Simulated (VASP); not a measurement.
Computed with PBE GGA, VASP's PBE PAW potentials (set 64) (plane waves; VASP).

The input files of a VASP run:

INCAR:
```
SYSTEM = WC
PREC = Accurate
ENCUT = 520
EDIFF = 1E-6
NELM = 100
ALGO = Normal
LREAL = .FALSE.
LASPH = .TRUE.
ISMEAR = 1
SIGMA = 0.1
GGA = PE
LMAXMIX = 6
LWAVE = .FALSE.
LCHARG = .FALSE.
ISIF = 2
KSPACING = 0.16
KGAMMA = .TRUE.
```

POSCAR:
```
WC
1.0
  1.4550000000  -2.5201340000   0.0000000000
  1.4550000000   2.5201340000   0.0000000000
  0.0000000000   0.0000000000   2.8400000000
W C
1 1
direct
  0.0000000000   0.0000000000   0.0000000000
  0.3333330000   0.6666670000   0.5000000000
```

POTCAR, in this order: W_sv C (PBE.64 set). Program: vasp_std.

Task: What will the output report for the number of irreducible k-points (NKPTS), number of bands (NBANDS), largest plane-wave count, number of space-group operations, FFT grid (NGX, NGY, NGZ)?

Result: 
```
Property                                       Value
--------------------------------------  ------------
number of irreducible k-points (NKPTS)           240
number of bands (NBANDS)                          13
largest plane-wave count                         581
number of space-group operations                  12
FFT grid (NGX, NGY, NGZ)                24 × 24 × 24
```

The compound is WC in the wc structure. The cell was not relaxed at this level. The run is one of a series of settings (KGAMMA = .TRUE., KSPACING = 0.16, KPOINTS file removed against the base run), some of them coarse on purpose.
